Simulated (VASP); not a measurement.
## HgSe (relaxed from the NiAs type structure, space group P6_3/mmc): computed properties

Calculation: PBEsol GGA, VASP's PBE PAW potentials (set 64) (plane waves; VASP 6.6.1).

- space group: P6_3/mmc (194)
- cell: a = 3.9652 Å, b = 3.9652 Å, c = 6.8671 Å, α = 90.00°, β = 90.00°, γ = 120.00°
- volume per atom: 23.38 Å^3/atom
- band gap (over mesh and band path): none (metal, semimetal or under 0.01 eV)
- density: 9.93 g/cm³

```cif
data_Hg2Se2
_chemical_formula_sum 'Hg2 Se2'
_space_group_name_H-M_alt 'P63/mmc'
_space_group_IT_number 194
_space_group_name_Hall '-P 6c 2c'
_cell_length_a 3.96518
_cell_length_b 3.96518
_cell_length_c 6.86713
_cell_angle_alpha 90.000
_cell_angle_beta 90.000
_cell_angle_gamma 120.000
loop_
_atom_site_label
_atom_site_type_symbol
_atom_site_symmetry_multiplicity
_atom_site_Wyckoff_symbol
_atom_site_fract_x
_atom_site_fract_y
_atom_site_fract_z
_atom_site_occupancy
Hg1 Hg 2 a 0.00000 0.00000 0.00000 1
Se1 Se 2 c 0.33333 0.66667 0.25000 1
```

Unless said otherwise, spin-orbit coupling is left out, though it shifts the bands of the heavy elements here.

The structure was generated: HgSe was put into the NiAs type type (P6_3/mmc), which need not be its known phase. It was relaxed first, which changed the volume by +20 %. Symmetry was kept, so distortions that lower it aren't found.
